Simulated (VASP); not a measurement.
**GW-BSE spectrum of LiF (Griceite)**

What does the electron-hole attraction do to the spectrum of LiF (Griceite)? The cell is of the rock-salt type, one of the forms listed for this formula. The start is a cell from a database of measured crystal structures.

Program: VASP 6.6.1. Level of theory: PBE; plane waves and PAW (F_GW, Li_GW), in the first sound run; inputs show where later runs differ. Results are calculated unless marked as measured.

Report form: the programs' logs are mostly left out.

## (1) The starting structure

The structure is cubic, space group Fm-3m (No. 225). The conventional cell has a = 4.028 Å, b = 4.028 Å, c = 4.028 Å, α = 90.00°, β = 90.00°, γ = 90.00°. Nearest to F lie 6 Li at 2.01 Å. Nearest to Li lie 6 F at 2.01 Å. Farther neighbours and most contacts between anions are not listed.

Coordinates:

```cif
data_structure
_symmetry_space_group_name_H-M 'Fm-3m'
_symmetry_Int_Tables_number 225
_cell_length_a 4.0280
_cell_length_b 4.0280
_cell_length_c 4.0280
_cell_angle_alpha 90.000
_cell_angle_beta 90.000
_cell_angle_gamma 90.000
_cell_volume 65.35
loop_
_atom_site_label
_atom_site_type_symbol
_atom_site_symmetry_multiplicity
_atom_site_Wyckoff_symbol
_atom_site_fract_x
_atom_site_fract_y
_atom_site_fract_z
_atom_site_occupancy
F1 F 4 b 0.50000 0.00000 0.00000 1
Li1 Li 4 a 0.00000 0.00000 0.00000 1
```

## (2) Ground state

The orbitals come from a self-consistent PBE run with a tight EDIFF and a narrow smearing. KPOINTS_OPT adds the bands along a path, which shows whether the mesh holds the band edges.

Contents of INCAR:

```
SYSTEM = LiF
PREC = Accurate
ENCUT = 520
EDIFF = 1E-08
NELM = 100
ISMEAR = 0
SIGMA = 0.01
LREAL = .FALSE.
ALGO = Normal
GGA = PE
NBANDS = 10
LORBIT = 11
LWAVE = .TRUE.
LCHARG = .FALSE.
KPAR = 8
```

Contents of POSCAR:

```
LiF
1.0
    0.0000000000      2.0140000000      2.0140000000
    2.0140000000      0.0000000000      2.0140000000
    2.0140000000      2.0140000000      0.0000000000
F Li
1 1
Direct
    0.5000000000      0.5000000000      0.5000000000
    0.0000000000      0.0000000000      0.0000000000
```

Contents of KPOINTS:

```
Automatic mesh
0
Gamma
10 10 10
0 0 0
```

Contents of KPOINTS_OPT:

```
Line mode
12
Line-mode
Reciprocal
  0.00000000   0.00000000   0.00000000 GAMMA
  0.50000000   0.00000000   0.50000000 X

  0.50000000   0.00000000   0.50000000 X
  0.50000000   0.25000000   0.75000000 W

  0.50000000   0.25000000   0.75000000 W
  0.37500000   0.37500000   0.75000000 K

  0.37500000   0.37500000   0.75000000 K
  0.00000000   0.00000000   0.00000000 GAMMA

  0.00000000   0.00000000   0.00000000 GAMMA
  0.50000000   0.50000000   0.50000000 L

  0.50000000   0.50000000   0.50000000 L
  0.62500000   0.25000000   0.62500000 U

  0.62500000   0.25000000   0.62500000 U
  0.50000000   0.25000000   0.75000000 W

  0.50000000   0.25000000   0.75000000 W
  0.50000000   0.50000000   0.50000000 L

  0.50000000   0.50000000   0.50000000 L
  0.37500000   0.37500000   0.75000000 K

  0.62500000   0.25000000   0.62500000 U
  0.50000000   0.00000000   0.50000000 X
```

The projector-augmented-wave data sets are F_GW and Li_GW (PBE family, release 64).

Started as:

```bash
$ mpirun -np 8 vasp_std
```

Wall time 2.2 s (8 MPI ranks of AMD EPYC 9R45, shared host); peak memory 0.98 GiB.

Numbers from this step:

- free energy (TOTEN): -9.614 eV
- Fermi energy: -3.092 eV
- pressure: -0.7847 GPa
- least gap on mesh and path: 9.046 eV
- least direct gap on mesh and path: 9.049 eV

The highest empty bands on the path are converged less tightly, to about 0.1 eV. The electronic bands at the labelled points (eV, zero at the valence-band top; v1 is the highest filled band, c1 the lowest empty one):

| point | v3 | v2 | v1 | c1 | c2 |
| --- | --- | --- | --- | --- | --- |
| Γ | 0.00 | 0.00 | 0.00 | 9.05 | 23.93 |
| 0.55 of the way | -1.66 | -0.59 | -0.59 | 11.76 | 18.35 |
| X | -3.02 | -1.01 | -1.01 | 14.81 | 16.46 |
| 0.55 of the way | -2.71 | -1.40 | -0.89 | 14.84 | 15.62 |
| W | -2.09 | -2.09 | -0.81 | 15.05 | 15.05 |
| 0.55 of the way | -2.42 | -1.70 | -0.78 | 14.73 | 14.92 |
| K | -2.51 | -1.57 | -0.74 | 14.47 | 14.90 |
| 0.55 of the way | -1.37 | -0.63 | -0.07 | 10.79 | 17.40 |
| Γ | 0.00 | 0.00 | 0.00 | 9.05 | 23.93 |
| 0.45 of the way | -1.21 | -0.11 | -0.11 | 10.18 | 18.30 |
| L | -2.54 | -0.24 | -0.24 | 10.76 | 16.71 |
| 0.45 of the way | -2.42 | -0.93 | -0.40 | 11.91 | 15.99 |
| U | -2.51 | -1.57 | -0.74 | 14.47 | 14.90 |
| 0.45 of the way | -2.42 | -1.70 | -0.78 | 14.73 | 14.92 |
| W | -2.09 | -2.09 | -0.81 | 15.05 | 15.05 |
| 0.45 of the way | -2.32 | -1.37 | -0.53 | 12.78 | 15.62 |
| L | -2.54 | -0.24 | -0.24 | 10.76 | 16.71 |
| 0.45 of the way | -2.42 | -0.93 | -0.40 | 11.91 | 15.99 |
| K | -2.51 | -1.57 | -0.74 | 14.47 | 14.90 |
| jump to U | -2.51 | -1.57 | -0.74 | 14.47 | 14.90 |
| 0.55 of the way | -2.91 | -1.16 | -0.95 | 14.82 | 15.91 |
| X | -3.02 | -1.01 | -1.01 | 14.81 | 16.46 |

Of the projections kept (F, Li), the largest for each band there; the rest of the weight can lie on other orbitals:

| point | v3 | v2 | v1 | c1 | c2 |
| --- | --- | --- | --- | --- | --- |
| Γ | F 0.97 | F 0.97 | F 0.97 | Li 0.72 | Li 0.96 |
| X | F 0.82 | F 0.92 | F 0.92 | F 0.50 | Li 1.00 |
| W | F 0.86 | F 0.86 | F 0.93 | Li 0.59 | Li 0.59 |
| K | F 0.84 | F 0.89 | F 0.93 | Li 0.76 | Li 0.54 |
| Γ | F 0.97 | F 0.97 | F 0.97 | Li 0.72 | Li 0.96 |
| L | F 0.85 | F 0.95 | F 0.95 | Li 0.84 | Li 0.52 |

The cell has a gap of 9.05 eV on mesh and path.

## (3) Empty bands

The next step needs empty bands that the ground-state run didn't converge, so the Hamiltonian is diagonalised exactly for NBANDS bands, in a single step. LOPTICS writes the k-derivatives of the orbitals (WAVEDER), which give the long-wavelength limit of the screening.

Contents of INCAR:

```
SYSTEM = LiF
PREC = Accurate
ENCUT = 520
ISMEAR = 0
SIGMA = 0.01
LREAL = .FALSE.
GGA = PE
NBANDS = 40
ALGO = Exact
NELM = 1
LWAVE = .TRUE.
LCHARG = .FALSE.
LOPTICS = .TRUE.
NEDOS = 1000
CSHIFT = 0.1
```

POSCAR is that of step 2.

KPOINTS is that of step 2.

Started as:

```bash
$ mpirun -np 8 vasp_std
```

Elapsed: 3 s, on 8 MPI ranks; peak memory 0.84 GiB.

The gap is read on the k-mesh alone, so it is an upper bound where the band edges lie off the mesh.

This step gave:

| Item | Value |
| --- | --- |
| gap on the k-mesh | 9.049 eV |
| least direct gap on the k-mesh | 9.049 eV |

WAVECAR now holds 40 bands for 8 electrons. Its independent-particle dielectric tensor has xx, yy, zz = 2.0, 2.0, 2.0 on this mesh, which isn't tested for convergence in mesh or bands and lacks local fields.

## (4) G0W0

This step: G0W0 on PBE; plane waves and PAW (F_GW, Li_GW) (VASP 6.6.1).

One pass of GW corrects the levels to first order, with G and W from the starting orbitals. LWAVE keeps the quasiparticle levels in WAVECAR, and the W files hold the screened interaction for the next step.

Contents of INCAR:

```
SYSTEM = LiF
PREC = Accurate
ENCUT = 520
ISMEAR = 0
SIGMA = 0.01
LREAL = .FALSE.
GGA = PE
NBANDS = 40
ALGO = EVGW0
NELMGW = 1
ENCUTGW = 100
NOMEGA = 48
PRECFOCK = Fast
NBANDSGW = 16
LWAVE = .TRUE.
LCHARG = .FALSE.
```

POSCAR is that of step 3.

KPOINTS is that of step 3.

Started as:

```bash
$ mpirun -np 8 vasp_std
```

Run time: 3.2 min. Hardware: 8 MPI ranks; peak memory 2.4 GiB.

Numbers from this step:

```yaml
quasiparticle_gap_on_the_mesh: 13.27 eV
smallest_direct_quasiparticle_gap_on_the_mesh: 13.27 eV
gap_of_the_starting_orbitals_on_the_mesh: 9.049 eV
```

GW takes the gap from 9.049 to 13.271 eV. The value holds for 40 bands, ENCUTGW = 100 eV and this mesh, and isn't shown to be converged in them.

## (5) BSE, Tamm-Dancoff

This step: BSE on G0W0 on PBE; plane waves and PAW (F_GW, Li_GW) (VASP 6.6.1).

The Bethe-Salpeter equation adds the screened attraction of electron and hole to the quasiparticle pairs; ANTIRES = 0 leaves out the coupling to antiresonant pairs.

Contents of INCAR:

```
SYSTEM = LiF
PREC = Accurate
ENCUT = 520
ISMEAR = 0
SIGMA = 0.01
LREAL = .FALSE.
GGA = PE
NBANDS = 40
ALGO = BSE
NBANDSO = 3
NBANDSV = 4
OMEGAMAX = 25
NEDOS = 1000
CSHIFT = 0.1
PRECFOCK = Fast
LWAVE = .FALSE.
LCHARG = .FALSE.
ENCUTGW = 100
ANTIRES = 0
```

POSCAR is that of step 4.

KPOINTS is that of step 4.

Started as:

```bash
$ mpirun -np 8 vasp_std
```

Wall time 2.7 min (8 MPI ranks); peak memory 5.5 GiB.

Numbers from this step:

```yaml
lowest_excitation: 11.09 eV
direct_gap_less_the_lowest_excitation: 2.178 eV
```

The imaginary dielectric function, xx has structure finer than the step of the table below, so its rows give means over 1 eV, whole bins alone (the curve runs from 0 to 25 eV). Peaks (eV: height): 11.1: 17.3, 12.8: 2.73, 21.3: 4.27.

From 3 filled and 4 empty bands alone, without any pair above OMEGAMAX = 25 eV, so strength is missing wherever others contribute; lines are broadened by CSHIFT, which also makes the tail under the first line. Imaginary dielectric function, xx against photon energy; means over each step:

photon energy (eV), imaginary dielectric function, xx and a bar:
```
        1        0.0 
        2        0.0 
        3        0.0 
        4        0.0 
        5        0.0 
        6        0.0 
        7        0.0 
        8        0.0 
        9        0.0 
       10        0.2 #
       11        4.8 ##############################
       12        0.6 ####
       13        1.4 #########
       14        0.9 ######
       15        0.7 ####
       16        1.0 ######
       17        0.7 ####
       18        0.8 #####
       19        1.3 ########
       20        0.7 ####
       21        1.4 #########
       22        1.0 #######
       23        0.3 ##
       24        0.1 #
```

Some of the lowest 40 states alone, with states under 2.5 meV apart joined, scaled to the strongest line shown. Lines of the exciton spectrum (strongest = 100):

| position (eV) | lines merged | oscillator strength |
| --- | --- | --- |
| 11.092 | 3 | 100 |
| 12.466 | 3 | 8.8 |
| 12.564 | 3 | 0.0 |
| 12.610 | 2 | 0.0 |
| 12.719 | 3 | 0.0 |
| 12.849 | 3 | 14 |
| 12.861 | 5 | 0.0 |
| 12.986 | 1 | 0.0 |
| 12.997 | 3 | 0.0 |
| 13.031 | 3 | 0.0 |
| 13.066 | 6 | 4.0 |
| 13.081 | 2 | 0.0 |

The lowest excitation lies at 11.092 eV, -2178 meV against the direct gap of these orbitals. No second mesh in this session tests these energies, peaks and heights.

## (6) Independent quasiparticles

This step: BSE on G0W0 on PBE, independent quasiparticles; plane waves and PAW (F_GW, Li_GW) (VASP 6.6.1).

With LADDER and LHARTREE off the pairs don't interact at all, so the lowest line must equal the direct gap.

Changes to INCAR since step 5:

```diff
@@ -19 +19,3 @@
 ANTIRES = 0
+LADDER = .FALSE.
+LHARTREE = .FALSE.
```

POSCAR is that of step 5.

KPOINTS is that of step 5.

Started as:

```bash
$ mpirun -np 8 vasp_std
```

The job ended after 46 s (8 MPI ranks; peak memory 5.2 GiB; 6 min of CPU time).

This step gave:

```
lowest excitation : 13.27 eV
```

The imaginary dielectric function, xx has structure finer than the step of the table below, so its rows give means over 1 eV, whole bins alone (the curve runs from 0 to 25 eV). Peaks (eV: height): 15.5: 2.57, 16.0: 3.08, 16.8: 2.50, 17.5: 2.15, 18.3: 1.68, 22.2: 3.03, 24.6: 3.59.

From 3 filled and 4 empty bands alone, without any pair above OMEGAMAX = 25 eV, so strength is missing wherever others contribute; lines are broadened by CSHIFT, which also makes the tail under the first line. Table of imaginary dielectric function, xx by photon energy; means over each step:

| photon energy (eV) | imaginary dielectric function, xx |
| --- | --- |
| 1 | 3.2e-4 |
| 2 | 6.5e-4 |
| 3 | 0.00102 |
| 4 | 0.00142 |
| 5 | 0.00190 |
| 6 | 0.00249 |
| 7 | 0.00324 |
| 8 | 0.00423 |
| 9 | 0.00566 |
| 10 | 0.00784 |
| 11 | 0.0116 |
| 12 | 0.0199 |
| 13 | 0.0818 |
| 14 | 0.526 |
| 15 | 1.19 |
| 16 | 2.19 |
| 17 | 1.61 |
| 18 | 1.27 |
| 19 | 0.788 |
| 20 | 0.625 |
| 21 | 0.962 |
| 22 | 2.07 |
| 23 | 0.936 |
| 24 | 2.06 |

The lowest excitation lies at 13.271 eV, +2178 meV against the Tamm-Dancoff singlet. No second mesh in this session tests these energies, peaks and heights.

## (7) Summary

This step: BSE on G0W0 on PBE; plane waves and PAW (VASP 6.6.1).

This step runs nothing: it gathers the runs above.

Cost is wall time times ranks on a shared host, for this step alone, without the steps before it. Excitations by level:

| level | first excitation (eV) | cost (core minutes) |
| --- | --- | --- |
| BSE, Tamm-Dancoff | 11.09 | 21.6 |
| independent quasiparticles | 13.27 | 6.13 |

## (8) What came out

* BSE, Tamm-Dancoff: lowest vertical excitation 11.092 eV; direct gap 13.271 eV
* independent quasiparticles: lowest vertical excitation 13.271 eV; direct gap 13.271 eV

What this shows: The Bethe-Salpeter equation puts the lowest vertical singlet excitation at 11.092 eV, 2.18 eV below the direct gap of 13.271 eV; the states within 10 meV of it carry 100 % of the strength of the strongest such group among the lowest 40 states. The spectra were run on one mesh, so the distance from the gap isn't shown to be converged; coarse meshes tend to overstate it. Bands, response cutoff and mesh of the GW step weren't tested in this session. Only the bands set by NBANDSO and NBANDSV form pairs, and any pair above OMEGAMAX = 25 eV is dropped, so the spectrum is that of this window; the window can cut degenerate bands. Not tabulated here, as repeats of values shown or as unfit to read for their mesh, reference level or band range: eps2 curves (empty bands); eps1 curves and static values (BSE, empty bands, independent quasiparticles); line lists of runs without attraction (independent quasiparticles).

[Lines on the potential files, build, host, timing and source positions are cut from VASP's logs without a mark.]

[Logs are printed without paths, hosts, clocks, repeated set-up lines and the standing remarks that a program may print on its own settings, such as how far it seeks lower states.]

[Hosts, paths, dates, database ids (printed as entryN), source tags and the programs' standing remarks are cut or masked in the printed files.]

[Pressures printed for these runs are not shown converged in the cutoff: they can be off by several GPa and have the wrong sign.]
